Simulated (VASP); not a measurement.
Data:

```xyz
2
Lattice="0.0000 3.7098 3.7098 3.7098 0.0000 3.7098 3.7098 3.7098 0.0000" Properties=species:S:1:pos:R:3 pbc="T T T"
Rb     0.0000     0.0000     0.0000
Cl     1.8549     1.8549     1.8549
```

All values below come from PBE GGA, VASP's PBE PAW potentials (set 64) (plane waves; VASP). Settings: 400 eV cut-off, Gaussian smearing of 0.050 eV, potentials Rb_sv Cl.

Question: Estimate the band gap (along the path) with the smallest direct gap where there is one.

Answer: 
The band gap (along the path) comes out as 4.45 eV. The smallest direct gap (along the path) comes out as 4.57 eV.

The absolute energy has meaning only against runs of the same code, potentials and settings.

The structure was generated: RbCl was put into the zinc blende type (F-43m), which need not be its known phase. It was relaxed first.
